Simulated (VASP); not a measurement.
These are PBEsol GGA, VASP's PBE PAW potentials (set 64) (plane waves; VASP) values and carry that method's errors. Each cell was relaxed at this level.

Problem. Which of these has an unstable (imaginary) mode at Γ?
A) CrB, Cmcm (63)
B) Cd2TeSe, P3m1 (156)
C) WO3, P4/nmm (129)
D) MgCdS2, P4/mmm (123)

Solution. C, WO3, P4/nmm (129). Its optical Γ-point modes are 149i (×2), 47i, 130, 245 (×2), 245 (×2), 247, 306 (×2), 317, 361 (×2), 446, 492, 599 (×2), 770, 776, 1034 cm⁻¹.
